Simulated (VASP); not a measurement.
Wanted: the native input for a VASP 6.6.1 run.

| Quantity | Value |
| --- | --- |
| Task | relaxation of the atoms |
| Functional | PBE |
| Dispersion | D3(BJ) |
| Potentials or basis | VASP PAW PBE potentials, release 64 (O) |
| Cutoff | 400 eV |
| k mesh | 1 × 1 × 1 |
| Occupations | gaussian, width 0.01 eV |
| Spin | collinear spin, ferromagnetic start |
| Starting moments | [2.1] μB |
| Fixed moment | 2 μB |
| Atoms held fixed (from 0) | [0] |
| Further INCAR settings | ALGO = Normal; EDIFF = 1e-06; ISYM = 0; IBRION = 2; EDIFFG = -0.03; NSW = 120 |

The structure of O lies in POSCAR:

```
O
1.0
   10.5000000000      0.0000000000      0.0000000000
    0.0000000000     11.0000000000      0.0000000000
    0.0000000000      0.0000000000     11.5000000000
O
1
Selective dynamics
Direct
    0.5000000000      0.5045454545      0.5000000000  F F F
```

These files were run (other wordings do the same):

INCAR

```
PREC = Accurate
ENCUT = 400
EDIFF = 1E-6
ISMEAR = 0
SIGMA = 0.01
LREAL = F
LASPH = T
NELM = 80
ALGO = Normal
ISIF = 2
LWAVE = F
LCHARG = F
ISPIN = 2
MAGMOM = 2.1
LORBIT = 11
NUPDOWN = 2
GGA = PE
IVDW = 12
IBRION = 2
NSW = 120
EDIFFG = -0.03
ISYM = 0
```

KPOINTS

```
Automatic mesh
0
Gamma
  1 1 1
```

Potentials or basis: VASP PAW PBE potentials, release 64 (O).

Launch:

```sh
$ cat potpaw_PBE.64/O/POTCAR > POTCAR
$ mpirun -np 1 vasp_gam > vasp.out
```

Results of the run:

```
Net moment                                            : 2.00 μB per cell
Site moments                                          : O +1.55 μB
Valence electrons inside the program's atomic spheres : O 4.59
Dispersion energy per atom                            : 0.000 eV
```

Caveat: the relaxation stopped at its first step, so nothing moved; the total moment is fixed, so each spin has its own Fermi level.

Wall time 4.4 min on 1 thread of Intel(R) Xeon(R) 6975P-C (Granite Rapids), with other jobs on the host, peak memory 1.1 GiB.
